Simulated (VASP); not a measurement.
FeSi:

```
Fe Si
1.0
     4.55070    0.00000    0.00000
     0.00000    4.55070    0.00000
     0.00000    0.00000    4.55070
Fe Si
4 4
Direct
  0.13652 0.13652 0.13652
  0.36348 0.86348 0.63652
  0.63652 0.36348 0.86348
  0.86348 0.63652 0.36348
  0.84240 0.84240 0.84240
  0.65760 0.15760 0.34240
  0.34240 0.65760 0.15760
  0.15760 0.34240 0.65760
```

| Property | Result |
| --- | --- |
| Program | VASP 6.6.1 |
| Task | relaxation of cell and atoms |
| Functional | r2SCAN |
| Potentials or basis | VASP PAW PBE potentials, release 64 (Fe, Si) |
| Cutoff | 600 eV |
| k mesh | 6 × 6 × 6 |
| Occupations | fermi-dirac, width 0.01 eV |
| Spin | no spin polarisation |

At the start: pressure -20.1 GPa; volume 11.78 Å³/atom.

Q: Where does the relaxation end?

A: Over 13 steps the energy falls by 76.1 meV/atom and the volume is 10.68 Å³/atom (-9.3 %); space group P2_13 (No. 198, to 0.05 Å).

Step by step:
```tsv
step	energy change (eV)	largest force (eV/Å)	pressure (GPa)	volume (Å³)
1	0.0000	0.3071	-20.12	94.24
2	0.6284	0.9812	43.28	75.47
3	-0.6047	0.1209	-0.82	85.80
4	-0.6053	0.1350	-0.14	85.58
5	-0.6052	0.1456	0.25	85.41
6	-0.6081	0.0510	0.37	85.36
7	-0.6082	0.0300	0.44	85.34
8	-0.6080	0.0168	-0.67	85.68
9	-0.6084	0.0207	-0.12	85.48
10	-0.6084	0.0216	0.01	85.47
11	-0.6084	0.0212	-0.01	85.47
12	-0.6084	0.0210	-0.02	85.48
13	-0.6085	0.0064	-0.01	85.46
```

Final structure:
```yaml
crystal:
  lattice:
    - [4.40481, 0.00000, 0.00000]
    - [0.00000, 4.40481, 0.00000]
    - [0.00000, 0.00000, 4.40481]
  atoms:
    - { symbol: Fe, position: [0.13692, 0.13692, 0.13692] }
    - { symbol: Fe, position: [0.36308, 0.86308, 0.63692] }
    - { symbol: Fe, position: [0.63692, 0.36308, 0.86308] }
    - { symbol: Fe, position: [0.86308, 0.63692, 0.36308] }
    - { symbol: Si, position: [0.84111, 0.84111, 0.84111] }
    - { symbol: Si, position: [0.65889, 0.15889, 0.34111] }
    - { symbol: Si, position: [0.34111, 0.65889, 0.15889] }
    - { symbol: Si, position: [0.15889, 0.34111, 0.65889] }
```

Caveat: the PAW data sets were made with another functional, which shifts forces and pressure a little.
